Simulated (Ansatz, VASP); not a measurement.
## In2Se: VASP beside Ansatz

One calculation is typed for both programs; each brings its own data sets. How far apart do they land? The cell is generated by rule, not measured, and may not be a known phase. The cell is taken from a series of runs on this material, whose earlier steps may have relaxed, scaled, displaced or heated it; both programs get it as it stands.

Method: plane waves, with VASP 6.6.1 beside it; single point at PBEsol, in Ansatz 0.2.0.

The structure was built from a prototype and need not be the compound's stable phase.

## (1) The starting structure

It takes space group P4_222 (No. 93, tetragonal). The conventional cell has a = 9.374 Å, b = 9.374 Å, c = 6.628 Å, α = 90.00°, β = 90.00°, γ = 90.00°. Nearest to Se lie 4 In at 2.85 to 2.89 Å. In has 2 Se at 2.85 Å nearest. Nearest to In lie 2 Se at 2.89 Å. Farther neighbours and most contacts between anions are not listed.

## (2) VASP: single point, PBEsol, pair 1

With cell and atoms fixed, the geometry can't cause a difference; cores, projectors, grids and the points listed under the comparison can.

Lines of VASP's logs that name or quote its potential files are left out, and so is its time.

Contents of INCAR:

```
SYSTEM = In2Se
PREC = Accurate
ENCUT = 500
EDIFF = 1E-06
NELM = 120
ISMEAR = 1
SIGMA = 0.2
LREAL = .FALSE.
ALGO = Normal
GGA = PS
NBANDS = 79
LORBIT = 11
LWAVE = .FALSE.
LCHARG = .FALSE.
ISIF = 2
LASPH = .TRUE.
GGA_COMPAT = .FALSE.
KPAR = 2
```

Contents of POSCAR:

```
In2Se
1.0
   -6.6284302234      0.0000000000      0.0000000000
    0.0000000000     -6.6284302234     -6.6284302234
    0.0000000000     -6.6284302234      6.6284302234
Se In
4 8
Direct
    0.0000000000      0.4969826943      0.4969826943
    0.0000000000      0.0030173057      0.0030173057
    0.5000000000      0.0030173057      0.4969826943
    0.5000000000      0.4969826943      0.0030173057
    0.7500000000      0.2500000000      0.5021992632
    0.7500000000      0.7500000000      0.9978007368
    0.2500000000      0.9978007368      0.2500000000
    0.2500000000      0.5021992632      0.7500000000
    0.2500000000      0.9978007368      0.7500000000
    0.2500000000      0.5021992632      0.2500000000
    0.7500000000      0.7500000000      0.5021992632
    0.7500000000      0.2500000000      0.9978007368
```

Contents of KPOINTS:

```
Automatic mesh
0
Gamma
6 4 4
0 0 0
```

The projector-augmented-wave data sets are Se and In_d (PBE family, release 64).

Run with:

```
> mpirun -np 2 vasp_std
```

Numbers of over 12 decimals in the logs are rounded to 6 here.

Log:

```text
[banner, memory and clock lines left out]
running    2 mpi-ranks, on    1 nodes
 distrk:  each k-point on    1 cores,    2 groups
 distr:  one band on    1 cores,    1 groups

 POSCAR found type information on POSCAR SeIn
 POSCAR found :  2 types and      12 ions
|                                                                             |
|               ----> ADVICE to this user running VASP <----                  |
|                                                                             |
|     You enforced a specific xc type in the INCAR file but a different       |
|     [... a line on the potential file left out ...]
|     I HOPE YOU KNOW WHAT YOU ARE DOING!                                     |
|                                                                             |

 LDA part: xc-table for (Slater+PW92), standard interpolation
 POSCAR, INCAR and KPOINTS ok, starting setup
 FFT: planning ... GRIDC
 FFT: planning ... GRID_SOFT
 FFT: planning ... GRID
 WAVECAR not read
 entering main loop
       N       E                     dE             d eps       ncg     rms          rms(c)
DAV:   1     0.121103112437E+04    0.12110E+04   -0.54073E+04  3792   0.159E+03
DAV:   2     0.141466629487E+03   -0.10696E+04   -0.10399E+04  3808   0.416E+02
DAV:   3    -0.207836815455E+02   -0.16225E+03   -0.15375E+03  4475   0.182E+02
DAV:   4    -0.365620939369E+02   -0.15778E+02   -0.15166E+02  4417   0.528E+01
DAV:   5    -0.372720735343E+02   -0.70998E+00   -0.70763E+00  4572   0.107E+01    0.947E+00
DAV:   6    -0.334207433745E+02    0.38513E+01   -0.61383E+00  4819   0.130E+01    0.479E+00
DAV:   7    -0.335917961923E+02   -0.17105E+00   -0.38466E+00  4846   0.473E+00    0.253E+00
DAV:   8    -0.335320179490E+02    0.59778E-01   -0.73064E-01  4735   0.319E+00    0.161E+00
DAV:   9    -0.335852606973E+02   -0.53243E-01   -0.55022E-01  5060   0.334E+00    0.160E+00
DAV:  10    -0.334850946954E+02    0.10017E+00   -0.10089E-01  5124   0.150E+00    0.702E-01
DAV:  11    -0.334837207292E+02    0.13740E-02   -0.84785E-02  4964   0.795E-01    0.218E-01
DAV:  12    -0.334822921106E+02    0.14286E-02   -0.12469E-02  4614   0.459E-01    0.110E-01
DAV:  13    -0.334824415310E+02   -0.14942E-03   -0.66352E-04  5372   0.127E-01    0.488E-02
DAV:  14    -0.334824111235E+02    0.30407E-04   -0.10449E-04  5254   0.452E-02    0.221E-02
DAV:  15    -0.334823960401E+02    0.15083E-04   -0.73404E-05  3683   0.309E-02    0.145E-02
DAV:  16    -0.334823972858E+02   -0.12457E-05   -0.10083E-05  3828   0.115E-02    0.812E-03
DAV:  17    -0.334823974099E+02   -0.12414E-06   -0.56195E-07  2379   0.499E-03
   1 F= -.33482397E+02 E0= -.33488961E+02  d E =0.196908E-01
```

From OUTCAR (step 2):

```text
ion  position               nearest neighbor table
   1  0.000  0.497  0.497-   5 2.85  10 2.85   8 2.89  11 2.89
   2  0.000  0.003  0.003-   7 2.85  12 2.85   9 2.89   6 2.89
   3  0.500  0.003  0.497-   5 2.85   7 2.85   9 2.89  11 2.89
   4  0.500  0.497  0.003-  10 2.85  12 2.85   6 2.89   8 2.89
   5  0.750  0.250  0.502-   1 2.85   3 2.85
   6  0.750  0.750  0.998-   2 2.89   4 2.89
   7  0.250  0.998  0.250-   2 2.85   3 2.85
   8  0.250  0.502  0.750-   1 2.89   4 2.89
   9  0.250  0.998  0.750-   2 2.89   3 2.89
  10  0.250  0.502  0.250-   1 2.85   4 2.85
  11  0.750  0.750  0.502-   1 2.89   3 2.89
  12  0.750  0.250  0.998-   2 2.85   4 2.85

  LATTYP: Found a simple tetragonal cell.
 ALAT       =     9.3740159192
 C/A-ratio  =     0.7071067812

 Subroutine GETGRP returns: Found  8 space group operations
 (whereof  2 operations were pure point group operations)

The static configuration has the point symmetry C_2 .
 The point group associated with its full space group is D_4 .

 Found     24 irreducible k-points:

   k-points           NKPTS =     24   k-points in BZ     NKDIM =     24   number of bands    NBANDS=     79

   dimension x,y,z NGX =    48 NGY =   70 NGZ =   70
   dimension x,y,z NGXF=    96 NGYF=  140 NGZF=  140

   ENCUT  =  500.0 eV  36.75 Ry    6.06 a.u.  12.09 17.09 17.09*2*pi/ulx,y,z

   NELECT =     128.0000    total number of electrons

 k-points in reciprocal lattice and weights: Automatic mesh
   0.00000000  0.00000000  0.00000000       0.010
   0.16666667  0.00000000  0.00000000       0.021
   0.33333333  0.00000000  0.00000000       0.021
   0.50000000  0.00000000  0.00000000       0.010
   0.00000000  0.25000000  0.00000000       0.042
   0.16666667  0.25000000  0.00000000       0.083
   0.33333333  0.25000000  0.00000000       0.083
   0.50000000  0.25000000  0.00000000       0.042
   0.00000000  0.50000000  0.00000000       0.021
[...]
0.33333333  0.50000000  0.50000000       0.021
   0.50000000  0.50000000  0.50000000       0.010

 average (electrostatic) potential at core
       1 -56.1855       2 -56.1855       3 -56.1855       4 -56.1855       5 -99.5256
       6 -99.5346       7 -99.5256       8 -99.5346       9 -99.5346      10 -99.5256
      11 -99.5346      12 -99.5256

 E-fermi :   1.4925

 k-point     1 :       0.0000    0.0000    0.0000
  band No.  band energies     occupation
    ...
     59      -0.2068      2.00000
     60       1.0002      2.00275
     61       1.0165      2.00390
     62       1.1737      2.04672
     63       1.2056      2.06091
     64       1.6181      0.13542
     65       1.6181      0.13542
     66       1.6396      0.05659
     67       2.6477     -0.00000
     68       2.6577     -0.00000
    ...

 k-point     2 :       0.1667    0.0000    0.0000
  band No.  band energies     occupation
    ...
     62       1.2963      2.04607
     63       1.3552      1.90987
     64       1.4793      1.11111
     65       1.5198      0.77108
     66       1.5244      0.73313
     67       2.4833     -0.00000
     68       2.4930     -0.00000
     69       2.6172     -0.00000
     70       3.2154     -0.00000
     71       3.5983     -0.00000
    ...

 k-point     3 :       0.3333    0.0000    0.0000
  band No.  band energies     occupation
    ...
     60       1.1444      2.03365
     61       1.3210      2.00654
     62       1.3556      1.90859
     63       1.3647      1.87317
     64       1.3965      1.71736
     65       1.5622      0.44792
     66       1.9073     -0.01249
     67       2.1754     -0.00002
     68       2.1876     -0.00001
     69       2.1930     -0.00001
    ...

  Total       -0.1566424     -0.1488778     -0.1488778      0.0000000      0.0000000     -0.0000000
  in kB       -0.4308815     -0.4095232     -0.4095232      0.0000000      0.0000000     -0.0000000
  external PRESSURE =      -0.4166426 kB  Pullay stress =       0.0000000 kB

  energy-cutoff  :      500.00
  volume of cell :      582.45
      direct lattice vectors                 reciprocal lattice vectors
    -6.628430223  0.000000000  0.000000000    -0.150865283  0.000000000  0.000000000
     0.000000000 -6.628430223 -6.628430223     0.000000000 -0.075432641 -0.075432641
     0.000000000 -6.628430223  6.628430223     0.000000000 -0.075432641  0.075432641

 POSITION                                       TOTAL-FORCE (eV/Angst)
 -----------------------------------------------------------------------------------
      0.00000     -6.58843      0.00000        -0.000000      0.105868     -0.000000
      0.00000     -0.04000      0.00000         0.000000     -0.105868     -0.000000
     -3.31422     -3.31422      3.27422         0.000000      0.000000     -0.105868
     -3.31422     -3.31422     -3.27422        -0.000000      0.000000      0.105868
     -4.97132     -4.98590      1.67169         0.000000     -0.069971      0.069971
     -4.97132    -11.58518      1.64253         0.000000      0.059262     -0.059262
     -1.65711     -8.27096     -4.95675         0.000000      0.069971      0.069971
     -1.65711     -8.30012      1.64253         0.000000     -0.059262     -0.059262
     -1.65711    -11.58518     -1.64253         0.000000      0.059262      0.059262
     -1.65711     -4.98590     -1.67169         0.000000     -0.069971     -0.069971
     -4.97132     -8.30012     -1.64253         0.000000     -0.059262      0.059262
     -4.97132     -8.27096      4.95675         0.000000      0.069971     -0.069971
 -----------------------------------------------------------------------------------
    total drift:                                0.000001      0.000000     -0.000000

  FREE ENERGIE OF THE ION-ELECTRON SYSTEM (eV)
  ---------------------------------------------------
  free  energy   TOTEN  =       -33.4823974099 eV

  energy  without entropy=      -33.5020881907  energy(sigma->0) =      -33.48896100

 total charge
# of ion       s       p       d       tot
------------------------------------------
    1        1.492   2.279   0.019   3.790
    2        1.492   2.279   0.019   3.790
    3        1.492   2.279   0.019   3.790
    4        1.492   2.279   0.019   3.790
    5        1.123   0.275   9.853  11.251
    6        1.136   0.257   9.851  11.244
    7        1.123   0.275   9.853  11.251
    8        1.136   0.257   9.851  11.244
    9        1.136   0.257   9.851  11.244
   10        1.123   0.275   9.853  11.251
   11        1.136   0.257   9.851  11.244
   12        1.123   0.275   9.853  11.251
--------------------------------------------------
tot         15.001  11.243  78.893 105.137

[... 3 further parts left out ...]
```

The k-mesh is coarse for a metal.

The run ends at a pressure of -0.04 GPa, with forces up to 0.11 eV/Å.

## (3) Ansatz: single point, PBEsol, pair 1

Ansatz runs on its default PAW (the set named soft_2) files.

The same cell, functional, mesh and smearing now go to Ansatz, which takes its cutoff from its data sets.

Contents of input.yaml:

```yaml
crystal:
  lattice:
    - [-6.6284302234, 0.0, 0.0]
    - [0.0, -6.6284302234, -6.6284302234]
    - [0.0, -6.6284302234, 6.6284302234]
  atoms:
    - { symbol: Se, position: [0.0, 0.4969826943, 0.4969826943] }
    - { symbol: Se, position: [0.0, 0.0030173057, 0.0030173057] }
    - { symbol: Se, position: [0.5, 0.0030173057, 0.4969826943] }
    - { symbol: Se, position: [0.5, 0.4969826943, 0.0030173057] }
    - { symbol: In, position: [0.75, 0.25, 0.5021992632] }
    - { symbol: In, position: [0.75, 0.75, -0.0021992632] }
    - { symbol: In, position: [0.25, -0.0021992632, 0.25] }
    - { symbol: In, position: [0.25, 0.5021992632, 0.75] }
    - { symbol: In, position: [0.25, -0.0021992632, 0.75] }
    - { symbol: In, position: [0.25, 0.5021992632, 0.25] }
    - { symbol: In, position: [0.75, 0.75, 0.5021992632] }
    - { symbol: In, position: [0.75, 0.25, -0.0021992632] }
kpoints:
  mp_grid: { grid: [6, 4, 4] }
hamiltonian:
  xc: pbesol
scf:
  occupations: { method: methfessel_paxton, width: 0.2 }
output:
  forces: true
  stress: true
  eigenvalues: true
```

Run with:

```
> ansatz run input.yaml --threads 8 --pin off --max-ram 14336MiB --backend cpu --events-out ev --progress --plain --runs-dir out
```

Log:

```text
Engine: ansatz 0.2.0, aarch64-unknown-linux-gnu
Pseudopotentials: kind: paw
Pseudopotential: Se, paw, valence charge 16, recommended cutoff 420 eV (normal), Se.paw.azcp
Pseudopotential: In, paw, valence charge 13, recommended cutoff 420 eV (normal), In.paw.azcp
Functional definition: PBEsol
  exchange = pbesol_x
  correlation = pbesol_c
Crystal: 12 atoms, lattice volume = 582.455 Å³
Basis set: ecut = 420 eV, 11407 PW (Γ), exchange–correlation on 90×128×128 points (8 copies of the dense FFT grid, shifted against one another)
Bands: 101, of which v1, the nominal top of the filled ones, is band 84 counted from 1 (83 counted from 0)
Symmetry: 8 space group operations
Space group: P4222 (ITA 93), of the structure as read, at distance tolerance 8.4e-5 Å
k-points: 24 of 96
Non-local potential: Se, projectors of the file, l = 0: 2, l = 1: 2, l = 2: 3, l = 3: 1
Non-local potential: In, projectors of the file, l = 0: 2, l = 1: 2, l = 2: 2, l = 3: 2
PAW form: soft (Blöchl's): semilocal exchange-correlation on the pseudo side does not see the compensation charge
PAW frozen core: Se, regenerated for the run's functional, and the local potential with it (the file was generated under x = pbe(κ = 0.804, μ = 0.219515), c = pbe(β = 0.066725))
PAW frozen core: In, regenerated for the run's functional, and the local potential with it (the file was generated under x = pbe(κ = 0.804, μ = 0.219515), c = pbe(β = 0.066725))
PAW one-centre angular grid: Se, 590 points (default); XC on 64 Gauss nodes
PAW one-centre angular grid: In, 590 points (default); XC on 64 Gauss nodes
Initial density: superposition of atomic densities (neutral atoms: chi_scale 0, normalization atom), corrected by the library's trained network
Initial wavefunctions: pseudopotential atomic-orbital guess
Functional: x = pbesol(κ = 0.804, μ = 0.123457), c = pbesol(β = 0.046)
SCF iter   1: F=—  HF=-65894.314632 eV  |F-HF|=—  |Δ(HF+E_count)|=         —  Δρ=4.97e-3  dr2=4.12e-1  ethr=1.77e-3  ⟨swp⟩=6.2  Hψ=8580  notcnv=0
preconditioner: auto → LDOS  [metal: Δε(μ)=0.029 eV  Ē_g=12.663 eV  σ=0.200 eV  W_gap=0.12  n_scr=104 (ndim 8)  ℏωp=17.4 eV  f_vac=0.169  D(μ)=9.41/eV (n_scr^D=46)  β→1.0]
SCF iter   2: F=—  HF=-65894.268782 eV  |F-HF|=—  |Δ(HF+E_count)|=   4.59e-2  S|Δr|=    0.00e0  Δρ=1.78e-3  dr2=2.94e-2  ethr=2.45e-4  ⟨swp⟩=2.0  Hψ=3066  notcnv=0  defer=1
SCF iter   3: F=—  HF=-65894.269679 eV  |F-HF|=—  |Δ(HF+E_count)|=   8.97e-4  S|Δr|=    0.00e0  Δρ=1.08e-3  dr2=1.10e-2  ethr=1.75e-5  ⟨swp⟩=2.0  Hψ=3808  notcnv=0  defer=1
SCF iter   4: F=—  HF=-65894.267551 eV  |F-HF|=—  |Δ(HF+E_count)|=   2.13e-3  S|Δr|=    0.00e0  Δρ=2.98e-4  dr2=1.20e-3  ethr=6.56e-6  ⟨swp⟩=2.0  Hψ=3813  notcnv=0  defer=1
SCF iter   5: F=—  HF=-65894.267351 eV  |F-HF|=—  |Δ(HF+E_count)|=   1.99e-4  S|Δr|=    0.00e0  Δρ=8.61e-5  dr2=7.89e-5  ethr=7.17e-7  ⟨swp⟩=2.0  Hψ=3755  notcnv=0  defer=1
SCF iter   6: F=—  HF=-65894.267476 eV  |F-HF|=—  |Δ(HF+E_count)|=   1.24e-4  S|Δr|=    0.00e0  Δρ=3.71e-5  dr2=2.12e-5  ethr=4.70e-8  ⟨swp⟩=2.0  Hψ=3828  notcnv=0  defer=1
SCF iter   7: F=—  HF=-65894.267472 eV  |F-HF|=—  |Δ(HF+E_count)|=   3.59e-6  S|Δr|=    0.00e0  Δρ=8.80e-6  dr2=8.48e-7  ethr=1.26e-8  ⟨swp⟩=2.0  Hψ=3747  notcnv=0  defer=1
SCF iter   8: F=-65894.267472 eV  HF=-65894.267472 eV  |F-HF|=7.64e-9  |Δ(HF+E_count)|=   1.98e-7  S|Δr|=    0.00e0  Δρ=2.24e-6  dr2=4.82e-8  ethr=5.95e-11  ⟨swp⟩=11.2  Hψ=10296  notcnv=0
SCF 1 converged in 8 iterations: F = -65894.267472 eV  dr2 = 4.82e-8
  greatest PAW one-centre occupation: 1.000 electrons in one spin orbital (limit 2), on the Se atom at site 0 (counted from 0), in its partial waves of l = 2
SCF converged after 8 iterations
Stability not checked: this state was not tested for a lower state beside it, because cold or Methfessel-Paxton smearing, or corrected tetrahedra, fill the levels in a way that the test cannot read (fill_not_monotonic; see scf.lower_state_search)
Free energy (F): -65894.267472 eV
Harris-Foulkes:  -65894.267472 eV  (|F-HF|=7.64e-9)
Internal energy: -65894.287129 eV  (E = F + TS)
E sigma→0 (E₀):  -65894.272386 eV
Entropy (-TS):   0.019656 eV (1.638 meV/atom)
Fermi energy:    3.268004 eV
Step filling:    the computed levels leave a gap of 0.0159 eV = 0.1 smearing widths at the electron count; against every level under it full and every level over it empty, smearing changes F+E_penalty+E_count by +14.405 meV and its σ→0 estimate by +9.491 meV
--- Per-component energies (eV) ---
  E_band       = -2703.306380
  E_kinetic    = 2384.264398
  E_local      = -25814.641404  (includes V_loc(G=0)·N_el)
  E_nonlocal   = 567.109761
  E_hartree    = 11413.393612
  E_xc         = -2116.917832
  E_vxc        = -1181.199628  (∫ρ·V_xc dr)
  E_paw        = -40103.018778  (= ΣΔE_a)
  E_vpaw       = -1485.626670  (= ΣTr[D̂ρ^β])
  E_aug_tail   = -0.002154  (compensation charges beyond the density's cutoff)
  E_ewald      = -12230.395753
  E_core_change = 5.921022  (= ΣΔE_core)
  E_smearing   = 0.019656  (= −TS)
  E_closure    = -0.000000  (closes the sum)
  Σ components = -65894.267472   (vs F -65894.267472, Δ=0.00e0)
--- Forces (eV/Å), atoms counted from 1 ---
  atom   1  Se     0.00000000     0.10613395     0.00000000
  atom   2  Se     0.00000000    -0.10613395     0.00000000
  atom   3  Se     0.00000000     0.00000000    -0.10613395
  atom   4  Se     0.00000000     0.00000000     0.10613395
  atom   5  In     0.00000000    -0.07050641     0.07050641
  atom   6  In     0.00000000     0.05975382    -0.05975382
  atom   7  In     0.00000000     0.07050641     0.07050641
  atom   8  In    -0.00000000    -0.05975382    -0.05975382
  atom   9  In     0.00000000     0.05975382     0.05975382
  atom  10  In     0.00000000    -0.07050641    -0.07050641
  atom  11  In     0.00000000    -0.05975382     0.05975382
  atom  12  In    -0.00000000     0.07050641    -0.07050641
  max |Σ_I F_I| component: 1.39e-17 eV/Å
--- Stress (GPa, compression-positive) ---
       -0.044686      -0.000000       0.000000
       -0.000000      -0.039797       0.000000
       -0.000000       0.000000      -0.039797
  P = ⅓ Tr σ = -0.0414 GPa (-0.414 kbar)
--- Band table (eV; the first three rows and the last of 24) ---
  k-point 0: bands = [... 80 lower, 2.7924, 2.9508, 2.9829, 3.3928, 3.3928, 3.4145, 4.4226, 4.4328, ... 13 higher]
  k-point 1: bands = [... 80 lower, 2.8701, 3.0875, 3.1336, 3.1527, 3.3024, 3.3340, 4.2146, 4.2198, ... 13 higher]
  k-point 2: bands = [... 80 lower, 2.9501, 2.9848, 3.0951, 3.1572, 3.5110, 3.5208, 3.6353, 3.7784, ... 13 higher]
  k-point 23: bands = [... 80 lower, 2.7171, 2.8121, 2.8121, 2.9047, 4.3682, 4.4173, 4.4173, 4.4846, ... 13 higher]
```

In the SCF lines HF is the Harris–Foulkes energy and dr2 the Hartree energy of the density residual, in eV; the loop may stop once dr2 is under the threshold and the program's other checks hold. Hψ counts applications of the Hamiltonian.

The run ends at a pressure of -0.04 GPa, with forces up to 0.11 eV/Å.

## (4) Side by side

Known differences besides the potentials themselves: the data sets hold 168 valence electrons in Ansatz (on its default PAW (the set named soft_2) files) and 128 in VASP; the cutoff is 420 eV in Ansatz and 500 eV in VASP; Ansatz makes its cores anew for this functional, VASP keeps those of its PBE data sets. Total energies have different zeros and are not compared.

The two programs side by side:

| quantity | Ansatz | VASP | difference |
| --- | --- | --- | --- |
| pressure (GPa) | -0.04 | -0.04 | 0.00 |

Forces on 8 of the 12 atoms, those with the largest forces and the largest differences (eV/Å; atoms numbered as in POSCAR):

| atom | Ansatz x, y, z | VASP x, y, z |
| --- | --- | --- |
| Se1 | 0.000, 0.106, 0.000 | 0.000, 0.106, 0.000 |
| Se2 | 0.000, -0.106, 0.000 | 0.000, -0.106, 0.000 |
| Se3 | 0.000, 0.000, -0.106 | 0.000, 0.000, -0.106 |
| Se4 | 0.000, 0.000, 0.106 | 0.000, 0.000, 0.106 |
| In5 | 0.000, -0.071, 0.071 | 0.000, -0.070, 0.070 |
| In7 | 0.000, 0.071, 0.071 | 0.000, 0.070, 0.070 |
| In10 | 0.000, -0.071, -0.071 | 0.000, -0.070, -0.070 |
| In12 | 0.000, 0.071, -0.071 | 0.000, 0.070, -0.070 |

The forces differ by 0.3 meV/Å r.m.s., which is 0.6 % of the r.m.s. force of 0.056 eV/Å (both taken over all components).

[end of part 1 of 2]

[Lines on the potential files, build, host, timing and source positions are cut from VASP's logs without a mark.]

[Logs are printed without paths, hosts, clocks, repeated set-up lines and the standing remarks that a program may print on its own settings, such as how far it seeks lower states.]

[Hosts, paths, dates, database ids (printed as entryN), source tags and the programs' standing remarks are cut or masked in the printed files.]
